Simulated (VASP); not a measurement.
```xyz
2
Lattice="0.0000 2.3323 2.3323 2.3323 0.0000 2.3323 2.3323 2.3323 0.0000" Properties=species:S:1:pos:R:3 pbc="T T T"
Zr     0.0000     0.0000     0.0000
N      2.3323     2.3323     2.3323
```

Computed with PBE GGA, VASP's PBE PAW potentials (set 64) (plane waves; VASP 6.6.1). Settings: 600 eV cut-off, 12×12×12 Γ-centred mesh, first-order Methfessel-Paxton smearing of 0.10 eV, potentials Zr_sv N.

### Question
What does the run give for the energy per atom (σ→0), pressure, band gap (on the k-mesh) with the smallest direct gap where there is one?

### Answer

```yaml
band gap (on the k-mesh): none (metal, semimetal or under 0.01 eV)
energy per atom (σ→0): -10172 meV/atom
pressure: -10.21 GPa
```

The absolute energy has meaning only against runs of the same code, potentials and settings.

The compound is ZrN in the rock salt structure. This cell was strained or had an atom moved on purpose. The electron count is odd and the run is not spin-polarised, which forces a metal.
